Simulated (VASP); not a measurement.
Consider the following.

```
InAs
1.0
    0.00000     3.04484     3.04484
    3.04484     0.00000     3.04484
    3.04484     3.04484     0.00000
In As
1 1
Direct
  0.00000   0.00000   0.00000
  0.25000   0.25000   0.25000
```

The numbers are results of PBEsol GGA, VASP's PBE PAW potentials (set 64) (plane waves; VASP 6.6.1), not measurements. Numerical set-up: 400 eV cut-off, Gaussian smearing of 0.050 eV, potentials In_d As.

**Question.** Give the energies of bands 7 to 12 at the high-symmetry points, in eV from the Fermi level.

**Answer.** 
| band | Γ | X | U | L | W |
|---|---|---|---|---|---|
| 7 | -0.39 | -5.79 | -5.66 | -5.71 | -5.66 |
| 8 | 0.00 | -2.27 | -3.21 | -0.97 | -2.90 |
| 9 | 0.00 | -2.27 | -1.91 | -0.97 | -2.82 |
| 10 | 0.00 | 1.48 | 2.03 | 0.83 | 4.09 |
| 11 | 3.85 | 1.98 | 4.16 | 4.61 | 4.20 |
| 12 | 3.85 | 8.94 | 7.13 | 4.61 | 4.87 |

It has no gap at this level: it comes out as a metal or semimetal.

The structure was generated: InAs was put into the zinc blende type (F-43m), which need not be its known phase. It was relaxed first.
